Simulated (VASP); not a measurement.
Here is the system:

```yaml
crystal:
  lattice:
    - [0.00000, 2.98833, 2.98833]
    - [2.98833, 0.00000, 2.98833]
    - [2.98833, 2.98833, 0.00000]
  atoms:
    - { symbol: P, position: [0.50000, 0.50000, 0.50000] }
    - { symbol: La, position: [0.00000, 0.00000, 0.00000] }
```

Method: PBEsol GGA, VASP's PBE PAW potentials (set 64) (plane waves; VASP). Numerical set-up: 400 eV cut-off, 12×12×12 Γ-centred mesh, tetrahedra with Blöchl corrections, potentials P La.

Problem. Predict the energy per atom (σ→0), band gap (on the k-mesh) with the smallest direct gap where there is one.

Solution. 
```yaml
band gap (on the k-mesh): none (metal, semimetal or under 0.01 eV)
energy per atom (σ→0): -686.3 kJ/mol of atoms
```

The structure comes from a measured LaP entry (Fm-3m) of the Crystallography Open Database, whose conditions weren't checked. It was relaxed first.
